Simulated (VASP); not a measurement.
# Na4TlP2 (P1) in VASP: further runs

One crystal, Na4TlP2, is run at these levels: r2SCAN; tasks: single point.

Everything below comes from runs of VASP 6.6.1. Logs are shortened: lines on timing, memory, paths and dates and some standing lists are left out, and cuts for length are marked.

### Step 1. Starting point

The typed cell holds 7 atoms: a = 5.051 Å, b = 5.052 Å, c = 9.042 Å, α = 106.22°, β = 90.01°, γ = 120.01°.

The cell was built by a generator and needn't be a form met in nature.

### Step 2. Single point, r2SCAN

The input, POSCAR:

```
Na4TlP2
1.0
    5.0507411200     -0.0007598600     -0.0008658200
   -2.5260279900      4.3754727900      0.0000827500
   -0.0010272700     -2.9174104000      8.5582479000
Na Tl P
4 1 2
Direct
    0.2202860000      0.4501130000      0.6197330000
    0.7690030000      0.6296130000      0.4076300000
    0.3596470000      0.7991800000      0.2320080000
    0.5676590000      0.0955260000      0.7887420000
    0.9485850000      0.0044690000      0.9870570000
    0.1167770000      0.2444310000      0.2967320000
    0.8793840000      0.8160120000      0.7536010000
```

The input, INCAR.step1:

```
SYSTEM = Na4TlP2
  ALGO = Normal
  EDIFF = 1E-4
  ENCUT = 520
  GGA = PE
  ISMEAR = 1
  LASPH = .TRUE.
  LCHARG = .FALSE.
  LREAL = .FALSE.
  LWAVE = .TRUE.
  NBANDS = 34
  NELM = 100
  PREC = Accurate
  SIGMA = 0.0384
```

The input, INCAR.step2:

```
SYSTEM = Na4TlP2
  ALGO = Normal
  EDIFF = 1E-7
  ENCUT = 520
  ISIF = 2
  ISMEAR = 1
  ISTART = 1
  LASPH = .TRUE.
  LCHARG = .FALSE.
  LMIXTAU = .TRUE.
  LREAL = .FALSE.
  LWAVE = .FALSE.
  METAGGA = R2SCAN
  NBANDS = 34
  NELM = 100
  PREC = Accurate
  SIGMA = 0.0384
```

The input, KPOINTS:

```
Automatic mesh
0
Gamma
  4 4 2
  0 0 0.5
```

Potentials or basis: VASP PAW PBE potentials, release 64 (Na_pv, Tl_d, P).

Command:

```console
> cat potpaw_PBE.64/Na_pv/POTCAR potpaw_PBE.64/Tl_d/POTCAR potpaw_PBE.64/P/POTCAR > POTCAR
> cp INCAR.step1 INCAR
> mpirun -np 1 vasp_std > vasp.out
> cp INCAR.step2 INCAR
> mpirun -np 1 vasp_std > vasp.out
```

OUTCAR:

```text
SYSTEM = Na4TlP2
   EDIFF = 1E-7
   ENCUT = 520
   ISIF = 2
   ISMEAR = 1
   ISTART = 1
   LASPH = .TRUE.
   LREAL = .FALSE.
   METAGGA = R2SCAN
   NELM = 100
   PREC = Accurate

 ion  position               nearest neighbor table
   1  0.220  0.450  0.620-   4 2.75   6 2.76
   2  0.769  0.630  0.408-   6 2.85
   3  0.360  0.799  0.232-   6 2.68
   4  0.568  0.096  0.789-   7 2.56   1 2.75   5 2.91
   5  0.949  0.004  0.987-   7 2.01   6 2.67   4 2.91
   6  0.117  0.244  0.297-   5 2.67   3 2.68   1 2.76   2 2.85
   7  0.879  0.816  0.754-   5 2.01   4 2.56

  LATTYP: Found a base centered monoclinic cell.
 ALAT       =    37.2123968365
 B/A-ratio  =     0.1357688571
 C/A-ratio  =     0.2783448295
 COS(beta)  =    -0.9809575391

  Lattice vectors:

 A1 = (   5.0527956600,   5.8340609400, -17.1173616200)
 A2 = (   7.5788236500,   1.4585881500, -17.1174443700)
 A3 = (  -5.0517683900,  -2.9166505400,   8.5591137200)

Analysis of symmetry for initial positions (statically):
=====================================================================
 Subroutine PRICEL returns:
 Original cell was already a primitive cell.

 Routine SETGRP: Setting up the symmetry group for a
 base centered monoclinic supercell.

 Subroutine GETGRP returns: Found  1 space group operations
 (whereof  1 operations were pure point group operations)
 out of a pool of  4 trial point group operations.

The static configuration has the point symmetry C_1 .

Analysis of symmetry for dynamics (positions and initial velocities):
=====================================================================
 Subroutine PRICEL returns:
 Original cell was already a primitive cell.

 Routine SETGRP: Setting up the symmetry group for a
 base centered monoclinic supercell.

 Subroutine GETGRP returns: Found  1 space group operations
 (whereof  1 operations were pure point group operations)
 out of a pool of  4 trial point group operations.

The dynamic configuration has the point symmetry C_1 .

 Subroutine INISYM returns: Found  1 space group operations
 (whereof  1 operations are pure point group operations),
 and found     1 'primitive' translations

----------------------------------------------------------------------------------------

                                     Primitive cell

  volume of cell :     189.1104

  direct lattice vectors                    reciprocal lattice vectors
     5.050741120 -0.000759860 -0.000865820     0.198014628  0.114316164  0.038992862
    -2.526027990  4.375472790  0.000082750     0.000047745  0.228572821  0.077917908
    -0.001027270 -2.917410400  8.558247900     0.000020032  0.000009355  0.116849538

  length of vectors
     5.050741251  5.052284587  9.041841163     0.231944868  0.241488586  0.116849540

  position of ions in fractional coordinates (direct lattice)
     0.220286000  0.450113000  0.619733000
     0.769003000  0.629613000  0.407630000
     0.359647000  0.799180000  0.232008000
     0.567659000  0.095526000  0.788742000
     0.948585000  0.004469000  0.987057000
     0.116777000  0.244431000  0.296732000
     0.879384000  0.816012000  0.753601000

  ion indices of the primitive-cell ions
   primitive index   ion index
                 1           1
                 2           2
                 3           3
                 4           4
                 5           5
                 6           6
                 7           7

----------------------------------------------------------------------------------------

 KPOINTS: Automatic mesh

Automatic generation of k-mesh.
 Grid dimensions read from file:
 generate k-points for:    4    4    2

 Generating k-lattice:

  Cartesian coordinates                     Fractional coordinates (reciprocal lattice)
     0.049503657  0.028579041  0.009748216     0.250000000  0.000000000  0.000000000
     0.000011936  0.057143205  0.019479477     0.000000000  0.250000000  0.000000000
     0.000010016  0.000004678  0.058424769     0.000000000 -0.000000000  0.500000000

  Length of vectors
     0.057986217  0.060372146  0.058424770

  Shift w.r.t. Gamma in fractional coordinates (k-lattice)
     0.000000000  0.000000000  0.500000000

 Subroutine IBZKPT returns following result:
 ===========================================

 Found     16 irreducible k-points:

 Following reciprocal coordinates:
            Coordinates               Weight
  0.000000 -0.000000  0.250000      2.000000
  0.250000 -0.000000  0.250000      2.000000
  0.500000  0.000000  0.250000      2.000000
 -0.250000 -0.000000  0.250000      2.000000
  0.000000  0.250000  0.250000      2.000000
  0.250000  0.250000  0.250000      2.000000
[... 8 lines left out ...]
  0.500000 -0.250000  0.250000      2.000000
 -0.250000 -0.250000  0.250000      2.000000
   k-points           NKPTS =     16   k-points in BZ     NKDIM =     16   number of bands    NBANDS=     34
   number of dos      NEDOS =    301   number of ions     NIONS =      7
   total plane-waves  NPLWV = 112000
   dimension x,y,z NGX =    40 NGY =   40 NGZ =   70
   dimension x,y,z NGXF=    80 NGYF=   80 NGZF=  140
   ions per type =               4   1   2
   NGX,Y,Z   is equivalent  to a cutoff of  13.17, 13.16, 12.87 a.u.
   NGXF,Y,Z  is equivalent  to a cutoff of  26.33, 26.32, 25.74 a.u.
 SYSTEM =  Na4TlP2
   PREC   = accura    normal or accurate (medium, high low for compatibility)
   ISTART =      1    job   : 0-new  1-cont  2-samecut
   ICHARG =      0    charge: 1-file 2-atom 10-const
   ISPIN  =      1    spin polarized calculation?
   LNONCOLLINEAR =      F non collinear calculations
   LSORBIT =      F    spin-orbit coupling
   LASPH  =      T    aspherical Exc in radial PAW
   ENCUT  =  520.0 eV  38.22 Ry    6.18 a.u.   9.39  9.39 16.81*2*pi/ulx,y,z
   NELM   =    100;   NELMIN=  2; NELMDL=  0     # of ELM steps
   EDIFF  = 0.1E-06   stopping-criterion for ELM
   LREAL  =      F    real-space projection
   EDIFFG = 0.1E-05   stopping-criterion for IOM
   NSW    =      0    number of steps for IOM
   IBRION =     -1    ionic relax: 0-MD 1-quasi-New 2-CG
   NFREE  =      0    steps in history (QN), initial steepest desc. (CG)
   ISIF   =      2    stress and relaxation
   ISYM   =      2    0-nonsym 1-usesym 2-fastsym
   POTIM  = 0.5000    time-step for ionic-motion
   TEBEG  =    0.0;   TEEND  =   0.0 temperature during run
   PSTRESS=    0.0 pullay stress
   NELECT =      51.0000    total number of electrons
   NUPDOWN=      -1.0000    fix difference up-down
   EMIN   =  10.00;   EMAX   =-10.00  energy-range for DOS
   EFERMI =   0.00;   METHOD = LEGACY
   ISMEAR =     1;   SIGMA  =   0.04  broadening in eV -4-tet -1-fermi 0-gaus
   EFERMI_NEDOS =   21; number of points for ismear=-14 and -15
   IALGO  =     38    algorithm
   IMIX   =      4    mixing-type and parameters
     AMIX     =   0.40;   BMIX     =  1.00
     AMIX_MAG =   1.60;   BMIX_MAG =  1.00
  volume/ion in A,a.u.               =      27.02       182.31
  Fermi-wavevector in a.u.,A,eV,Ry     =   1.057693  1.998751 15.221044  1.118715
  Thomas-Fermi vector in A             =   2.192975
   LORBIT       =      0    0 simple, 1 ext, 2 COOP (PROOUT), +10 PAW based schemes
   METAGGA = R2SCAN    functional components
   LHFCALC =     F    Hartree Fock is set to
   AEXX    =    0.0000 exact exchange contribution
   IVDW    =     0    specifies the selected vdW correction
   LEPSILON=     F    determine dielectric tensor
   LRPA    =     F    only Hartree local field effects (RPA)
 non-spin polarized calculation
 Methfessel and Paxton  Order N= 1 SIGMA  =   0.04
  energy-cutoff  :      520.00
  volume of cell :      189.11
 maximum number of plane-waves:      5111
 NGX is ok and might be reduce to    40
   NGX = 19   NGY = 19   NGZ = 33

 number of electron      50.9999990 magnetization

 Free energy of the ion-electron system (eV)
  ---------------------------------------------------
  ext. energy  EPLUGINS =         0.00000000
  ---------------------------------------------------
  free energy    TOTEN  =       -84.89747381 eV

  energy without entropy =      -84.89716562  energy(sigma->0) =      -84.89737108

 E-fermi :   2.9874     XC(G=0):  -8.2708

 val. band max:        2.9642638994   @ k =  -0.0000  -0.2500   0.2500
 cond. band min:       3.0051821070   @ k =   0.5000  -0.2500   0.2500
 fundamental gap:      0.0409182076
 Fermi energy:         2.9873623011

 k-point     1 :       0.0000   -0.0000    0.2500
  band No.  band energies     occupation
      1     -23.6189      2.00000
      2     -23.5692      2.00000
      3     -23.5297      2.00000
      4     -23.4328      2.00000
      5     -23.4231      2.00000
      6     -23.3992      2.00000
[... 26 lines left out ...]
     33       6.8390      0.00000
     34       7.6117      0.00000

 k-point     2 :       0.2500   -0.0000    0.2500
  band No.  band energies     occupation
      1     -23.6192      2.00000
      2     -23.5692      2.00000
      3     -23.5323      2.00000
      4     -23.4335      2.00000
      5     -23.4212      2.00000
      6     -23.3996      2.00000
[... 26 lines left out ...]
     33       7.3609      0.00000
     34       7.4926      0.00000

 k-point     3 :       0.5000    0.0000    0.2500
  band No.  band energies     occupation
      1     -23.6195      2.00000
      2     -23.5692      2.00000
      3     -23.5349      2.00000
      4     -23.4338      2.00000
      5     -23.4197      2.00000
      6     -23.4001      2.00000
[... 26 lines left out ...]
     33       8.1207      0.00000
     34       8.3567      0.00000
[... 408 lines left out ...]
 k-point    15 :       0.5000   -0.2500    0.2500
  band No.  band energies     occupation
      1     -23.6197      2.00000
      2     -23.5700      2.00000
      3     -23.5335      2.00000
      4     -23.4338      2.00000
      5     -23.4214      2.00000
      6     -23.3990      2.00000
[... 26 lines left out ...]
     33       7.3509      0.00000
     34       7.9299      0.00000

 k-point    16 :      -0.2500   -0.2500    0.2500
  band No.  band energies     occupation
      1     -23.6203      2.00000
      2     -23.5697      2.00000
      3     -23.5338      2.00000
      4     -23.4344      2.00000
      5     -23.4196      2.00000
      6     -23.3988      2.00000
[... 26 lines left out ...]
     33       7.5604      0.00000
     34       7.8322      0.00000

------------------------ aborting loop because EDIFF is reached ----------------------------------------

  FORCE on cell =-STRESS in cart. coord.  units (eV):
  Direction    XX          YY          ZZ          XY          YZ          ZX
  --------------------------------------------------------------------------------------
  -------------------------------------------------------------------------------------
  Total        1.0836932      0.5780139     18.8207486     -0.9504854      1.3773108     -1.1523557
  in kB        9.1812448      4.8970382    159.4527819     -8.0526838     11.6688261     -9.7629657
  external PRESSURE =      57.8436883 kB  Pullay stress =       0.0000000 kB

 VOLUME and BASIS-vectors are now :
 -----------------------------------------------------------------------------
  energy-cutoff  :      520.00
  volume of cell :      189.11
      direct lattice vectors                 reciprocal lattice vectors
     5.050741120 -0.000759860 -0.000865820     0.198014628  0.114316164  0.038992862
    -2.526027990  4.375472790  0.000082750     0.000047745  0.228572821  0.077917908
    -0.001027270 -2.917410400  8.558247900     0.000020032  0.000009355  0.116849538

 POSITION                                       TOTAL-FORCE (eV/Angst)
 -----------------------------------------------------------------------------------
     -0.02503      0.16127      5.30368        -0.177361     -0.635545     -0.038907
      2.29320      1.56505      3.48798         0.338099      0.043336     -0.210691
     -0.20251      2.81965      1.98534         0.049016      0.740751     -0.151186
      2.62499     -1.88354      6.74977        -1.226141      1.185806      0.122657
      4.77875     -2.86082      8.44666        -0.161687      0.577937     11.643777
     -0.02793      0.20372      2.53943        -0.367014     -0.818252     -0.858989
      2.37950      1.37121      6.44881         1.545088     -1.094034    -10.506660
 -----------------------------------------------------------------------------------
    total drift:                                0.036843     -0.011374      0.035550

  FREE ENERGIE OF THE ION-ELECTRON SYSTEM (eV)
  ---------------------------------------------------
  free  energy   TOTEN  =       -84.8974738111 eV

  energy  without entropy=      -84.8971656178  energy(sigma->0) =      -84.89737108
```

Run time: 5.7 min. Hardware: 1 thread of Intel Xeon Platinum 8488C (Sapphire Rapids), shared host; peak memory 0.41 GiB.

What came out:

```yaml
Free_energy: -84.8975 eV
Pressure: 5.8 GPa
Largest_force: 11.659 eV/Å
Band_gap_on_the_k_mesh: none (metal or under the smearing width)
```

Forces in eV/Å, atoms in the order of the input:
```
Na   -0.177  -0.636  -0.039
Na    0.338   0.043  -0.211
Na    0.049   0.741  -0.151
Na   -1.226   1.186   0.123
Tl   -0.162   0.578  11.644
P    -0.367  -0.818  -0.859
P     1.545  -1.094 -10.507
```

Caveat: the k mesh is coarse (spacing up to 0.38 Å⁻¹), so the values aren't converged; the PAW data sets were made with another functional, which shifts forces and pressure a little. Spin-orbit coupling is left out, which matters for the levels of Tl.

### Step 3. Single point, r2SCAN

POSCAR is that of step 2.

The input, INCAR.step1:

```
ALGO     = Normal         # electronic algorithm
EDIFF    = 1E-4           # SCF threshold, eV
ENCUT    = 520            # plane-wave cutoff, eV
GGA      = PE             # functional
ISMEAR   = 1              # smearing method
LASPH    = True           # aspherical terms in the spheres
LCHARG   = False          # write CHGCAR
LREAL    = False          # projectors in reciprocal space
LWAVE    = True           # write WAVECAR
NBANDS   = 34             # bands
NELM     = 100            # most SCF steps
PREC     = Accurate       # precision mode
SIGMA    = 0.0384         # smearing width, eV
```

The input, INCAR.step2:

```
ALGO     = Normal         # electronic algorithm
EDIFF    = 1E-7           # SCF threshold, eV
ENCUT    = 520            # plane-wave cutoff, eV
ISIF     = 2              # what is computed and relaxed
ISMEAR   = 1              # smearing method
ISTART   = 1            
LASPH    = True           # aspherical terms in the spheres
LCHARG   = True           # write CHGCAR
LELF     = True           # ELF
LMIXTAU  = True         
LREAL    = False          # projectors in reciprocal space
LVHAR    = True         
LWAVE    = False          # write WAVECAR
METAGGA  = R2SCAN         # meta-GGA
NBANDS   = 34             # bands
NELM     = 100            # most SCF steps
PREC     = Accurate       # precision mode
SIGMA    = 0.0384         # smearing width, eV
```

The input, KPOINTS:

```
Automatic mesh
0
Gamma
  4 4 2
  0.5 0.5 0.5
```

Potentials or basis: VASP PAW PBE potentials, release 64 (Na_pv, Tl_d, P).

Command:

```console
> cat potpaw_PBE.64/Na_pv/POTCAR potpaw_PBE.64/Tl_d/POTCAR potpaw_PBE.64/P/POTCAR > POTCAR
> cp INCAR.step1 INCAR
> mpirun -np 1 vasp_std > vasp.out
> cp INCAR.step2 INCAR
> mpirun -np 1 vasp_std > vasp.out
```

Run time: 6 min. Hardware: 1 thread of Intel Xeon Platinum 8559C (Emerald Rapids), shared host; peak memory 0.4 GiB.

The run converged. Its results:

* Free energy: -84.8940 eV
* Pressure: 5.7 GPa
* Largest force: 11.649 eV/Å
* Band gap on the k mesh: none (metal or under the smearing width)

Forces in eV/Å, atoms in the order of the input:
```
Na   -0.181  -0.636  -0.030
Na    0.339   0.041  -0.214
Na    0.049   0.737  -0.166
Na   -1.232   1.183   0.139
Tl   -0.171   0.579  11.634
P    -0.372  -0.787  -0.795
P     1.569  -1.118 -10.567
```

Stress tensor (GPa, compression positive):
```
 0.90 -0.87 -1.01
-0.87  0.21  1.16
-1.01  1.16 15.93
```

Levels at points of the mesh, in eV from the Fermi level:
| k point | band 23 | band 24 | band 25 | band 26 | band 27 | band 28 |
| --- | --- | --- | --- | --- | --- | --- |
| (0.12, 0.12, 0.25) | -3.08 | -2.17 | -1.61 | 0.55 | 1.45 | 1.75 |

Caveat: the k mesh is coarse (spacing up to 0.38 Å⁻¹), so the values aren't converged; the PAW data sets were made with another functional, which shifts forces and pressure a little.
